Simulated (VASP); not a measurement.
# Li7Bi (Fm-3m) in VASP: reference runs

How does Li7Bi come out in PBE? The cell is run as given.

All numbers are computed with VASP 6.6.1; they aren't measurements. Logs are shortened: lines on timing, memory, paths and dates and some standing lists are left out, and cuts for length are marked.

## 1. The crystal as given

It takes space group Fm-3m (No. 225, cubic). Conventional cell: a = 8.605 Å, b = 8.605 Å, c = 8.605 Å, α = 90.00°, β = 90.00°, γ = 90.00°. Li (site symmetry mmm) is surrounded by 10 Li at 3.04 Å and 2 Bi at 3.04 Å. Li (site symmetry m-3m) is surrounded by 12 Li at 3.04 Å. Bi (site symmetry m-3m) is surrounded by 12 Li at 3.04 Å.

The cell was built by a generator and needn't be a form met in nature.

## 2. Single point, PBE

INCAR

```
SYSTEM = Li7Bi
PREC = Accurate
ENCUT = 520
EDIFF = 1E-7
ISMEAR = -1
SIGMA = 0.05
LREAL = .FALSE.
LASPH = .TRUE.
NELM = 100
ALGO = Normal
ISIF = 2
LWAVE = .FALSE.
LCHARG = .FALSE.
GGA = PE
NBANDS = 28
```

KPOINTS

```
Automatic mesh
0
G
  6 6 6
  0 0 0
```

POSCAR

```
Li7Bi
1.0
    0.0000000000      4.3027500000      4.3027500000
    4.3027500000      0.0000000000      4.3027500000
    4.3027500000      4.3027500000      0.0000000000
Li Bi
7 1
Direct
    0.5000000000      0.0000000000      0.0000000000
    0.0000000000      0.5000000000      0.5000000000
    0.0000000000      0.5000000000      0.0000000000
    0.5000000000      0.0000000000      0.5000000000
    0.0000000000      0.0000000000      0.5000000000
    0.5000000000      0.5000000000      0.0000000000
    0.5000000000      0.5000000000      0.5000000000
    0.0000000000      0.0000000000      0.0000000000
```

Potentials or basis: VASP PAW PBE potentials, release 64 (Li_sv, Bi_d).

Launch:

```console
$ cat potpaw_PBE.64/Li_sv/POTCAR potpaw_PBE.64/Bi_d/POTCAR > POTCAR
$ mpirun -np 1 vasp_std > vasp.out
```

OUTCAR:

```text
SYSTEM = Li7Bi
   PREC = Accurate
   ENCUT = 520
   EDIFF = 1E-7
   ISMEAR = -1
   LREAL = .FALSE.
   LASPH = .TRUE.
   NELM = 100
   ISIF = 2
   GGA = PE

 ion  position               nearest neighbor table
   1  0.500  0.000  0.000-   8 3.04   8 3.04
   2  0.000  0.500  0.500-   8 3.04   8 3.04
   3  0.000  0.500  0.000-   8 3.04   8 3.04
   4  0.500  0.000  0.500-   8 3.04   8 3.04
   5  0.000  0.000  0.500-   8 3.04   8 3.04
   6  0.500  0.500  0.000-   8 3.04   8 3.04
   7  0.500  0.500  0.500-
   8  0.000  0.000  0.000-   1 3.04   3 3.04   5 3.04   2 3.04   4 3.04   5 3.04   2 3.04   3 3.04
                             6 3.04   1 3.04   4 3.04   6 3.04

  LATTYP: Found a face centered cubic cell.
 ALAT       =     8.6055000000

  Lattice vectors:

 A1 = (   0.0000000000,   4.3027500000,   4.3027500000)
 A2 = (   4.3027500000,   0.0000000000,   4.3027500000)
 A3 = (   4.3027500000,   4.3027500000,   0.0000000000)

Analysis of symmetry for initial positions (statically):
=====================================================================
 Subroutine PRICEL returns:
 Original cell was already a primitive cell.

 Routine SETGRP: Setting up the symmetry group for a
 face centered cubic supercell.

 Subroutine GETGRP returns: Found 48 space group operations
 (whereof 48 operations were pure point group operations)
 out of a pool of 48 trial point group operations.

The static configuration has the point symmetry O_h .

Analysis of symmetry for dynamics (positions and initial velocities):
=====================================================================
 Subroutine PRICEL returns:
 Original cell was already a primitive cell.

 Routine SETGRP: Setting up the symmetry group for a
 face centered cubic supercell.

 Subroutine GETGRP returns: Found 48 space group operations
 (whereof 48 operations were pure point group operations)
 out of a pool of 48 trial point group operations.

The dynamic configuration has the point symmetry O_h .

 Subroutine INISYM returns: Found 48 space group operations
 (whereof 48 operations are pure point group operations),
 and found     1 'primitive' translations

----------------------------------------------------------------------------------------

                                     Primitive cell

  volume of cell :     159.3193

  direct lattice vectors                    reciprocal lattice vectors
     0.000000000  4.302750000  4.302750000    -0.116204753  0.116204753  0.116204753
[... 90 lines left out ...]
   LREAL  =      F    real-space projection
   EDIFFG = 0.1E-05   stopping-criterion for IOM
   NSW    =      0    number of steps for IOM
   IBRION =     -1    ionic relax: 0-MD 1-quasi-New 2-CG
   NFREE  =      0    steps in history (QN), initial steepest desc. (CG)
   ISIF   =      2    stress and relaxation
   ISYM   =      2    0-nonsym 1-usesym 2-fastsym
   POTIM  = 0.5000    time-step for ionic-motion
   TEBEG  =    0.0;   TEEND  =   0.0 temperature during run
   PSTRESS=    0.0 pullay stress
   NELECT =      36.0000    total number of electrons
   NUPDOWN=      -1.0000    fix difference up-down
   EMIN   =  10.00;   EMAX   =-10.00  energy-range for DOS
   EFERMI =   0.00;   METHOD = LEGACY
   ISMEAR =    -1;   SIGMA  =   0.05  broadening in eV -4-tet -1-fermi 0-gaus
   EFERMI_NEDOS =   21; number of points for ismear=-14 and -15
   IALGO  =     38    algorithm
   IMIX   =      4    mixing-type and parameters
     AMIX     =   0.40;   BMIX     =  1.00
     AMIX_MAG =   1.60;   BMIX_MAG =  1.00
  volume/ion in A,a.u.               =      19.91       134.39
  Fermi-wavevector in a.u.,A,eV,Ry     =   0.997133  1.884307 13.527909  0.994273
  Thomas-Fermi vector in A             =   2.129268
   LORBIT       =      0    0 simple, 1 ext, 2 COOP (PROOUT), +10 PAW based schemes
   GGA     = PE    functional components
[... 5 lines left out ...]
 non-spin polarized calculation
  energy-cutoff  :      520.00
  volume of cell :      159.32
 maximum number of plane-waves:      4314
 NGX is ok and might be reduce to    48
   NGX = 23   NGY = 23   NGZ = 23

 number of electron      35.9999959 magnetization

 Free energy of the ion-electron system (eV)
  ---------------------------------------------------
  ext. energy  EPLUGINS =         0.00000000
  ---------------------------------------------------
  free energy    TOTEN  =       -18.74691293 eV

  energy without entropy =      -18.71706130  energy(sigma->0) =      -18.73198711

 E-fermi :   2.3114     XC(G=0):  -7.8436

 val. band max:        2.2667470562   @ k =   0.3333   0.1667   0.0000
 cond. band min:       2.3285763046   @ k =   0.5000   0.3333   0.1667
 fundamental gap:      0.0618292483
 Fermi energy:         2.3114211978

 k-point     1 :       0.0000    0.0000    0.0000
  band No.  band energies     occupation
      1     -44.5386      2.00000
      2     -44.1966      2.00000
      3     -44.1837      2.00000
      4     -44.1837      2.00000
      5     -44.1837      2.00000
      6     -44.1773      2.00000
[... 485 lines left out ...]
     27       7.5726      0.00000
     28       8.6019      0.00000

------------------------ aborting loop because EDIFF is reached ----------------------------------------

  FORCE on cell =-STRESS in cart. coord.  units (eV):
  Direction    XX          YY          ZZ          XY          YZ          ZX
  --------------------------------------------------------------------------------------
  -------------------------------------------------------------------------------------
  Total       -0.0522047     -0.0522047     -0.0522047     -0.0000000     -0.0000000      0.0000000
  in kB       -0.5249908     -0.5249908     -0.5249908     -0.0000000     -0.0000000      0.0000000
  external PRESSURE =      -0.5249908 kB  Pullay stress =       0.0000000 kB

 VOLUME and BASIS-vectors are now :
 -----------------------------------------------------------------------------
  energy-cutoff  :      520.00
  volume of cell :      159.32
      direct lattice vectors                 reciprocal lattice vectors
     0.000000000  4.302750000  4.302750000    -0.116204753  0.116204753  0.116204753
     4.302750000  0.000000000  4.302750000     0.116204753 -0.116204753  0.116204753
     4.302750000  4.302750000  0.000000000     0.116204753  0.116204753 -0.116204753

 POSITION                                       TOTAL-FORCE (eV/Angst)
 -----------------------------------------------------------------------------------
      0.00000      2.15137      2.15137        -0.000000     -0.000000      0.000000
      4.30275      2.15137      2.15137        -0.000000     -0.000000      0.000000
      2.15137      0.00000      2.15137         0.000000     -0.000000     -0.000000
      2.15137      4.30275      2.15137         0.000000     -0.000000      0.000000
      2.15137      2.15137      0.00000         0.000000      0.000000     -0.000000
      2.15137      2.15137      4.30275        -0.000000     -0.000000      0.000000
      4.30275      4.30275      4.30275         0.000000     -0.000000      0.000000
      0.00000      0.00000      0.00000         0.000000      0.000000      0.000000
 -----------------------------------------------------------------------------------
    total drift:                                0.000000      0.000000     -0.000000

  FREE ENERGIE OF THE ION-ELECTRON SYSTEM (eV)
  ---------------------------------------------------
  free  energy   TOTEN  =       -18.7469129273 eV

  energy  without entropy=      -18.7170613007  energy(sigma->0) =      -18.73198711
```

OSZICAR:

```text
N       E                     dE             d eps       ncg     rms          rms(c)
DAV:   1     0.275776094383E+03    0.27578E+03   -0.16502E+04   896   0.133E+03
DAV:   2     0.257876712772E+02   -0.24999E+03   -0.24157E+03   920   0.373E+02
DAV:   3    -0.105377110483E+02   -0.36325E+02   -0.35868E+02  1400   0.106E+02
DAV:   4    -0.179606147717E+02   -0.74229E+01   -0.72935E+01  1604   0.498E+01
DAV:   5    -0.188180131571E+02   -0.85740E+00   -0.85708E+00  1376   0.113E+01    0.152E+00
DAV:   6    -0.187673580464E+02    0.50655E-01   -0.27274E-01  1408   0.411E+00    0.757E-01
DAV:   7    -0.187467466272E+02    0.20611E-01   -0.62521E-02  1276   0.170E+00    0.184E-01
DAV:   8    -0.187469347717E+02   -0.18814E-03   -0.98883E-03  1540   0.493E-01    0.127E-01
DAV:   9    -0.187468916855E+02    0.43086E-04   -0.29531E-04  1340   0.949E-02    0.640E-02
DAV:  10    -0.187469176912E+02   -0.26006E-04   -0.57959E-05  1500   0.536E-02    0.695E-03
DAV:  11    -0.187469130134E+02    0.46779E-05   -0.69338E-06  1332   0.199E-02    0.336E-03
DAV:  12    -0.187469129273E+02    0.86023E-07   -0.66857E-07  1244   0.500E-03
   1 F= -.18746913E+02 E0= -.18731987E+02  d E =-.298516E-01
```

stdout:

```text
POSCAR found type information on POSCAR LiBi
 POSCAR found :  2 types and       8 ions
 scaLAPACK will be used
 LDA part: xc-table for (Slater+PW92), standard interpolation
 POSCAR, INCAR and KPOINTS ok, starting setup
 FFT: planning ... GRIDC
 FFT: planning ... GRID_SOFT
 FFT: planning ... GRID
 WAVECAR not read
 entering main loop
```

It took 35 s on 1 thread of Intel Xeon 6975P-C (Granite Rapids), shared host; peak memory 0.34 GiB.

Results:

```yaml
Free_energy: -18.7469 eV
Band_gap_on_the_k_mesh: none (metal or under the smearing width)
```

Caveat: the cutoff is under 1.25 times the usual one of these potentials, so pressure, stress and relaxed cells hold a basis-set (Pulay) error; spin-orbit coupling is left out, which moves the levels of the heavy elements.
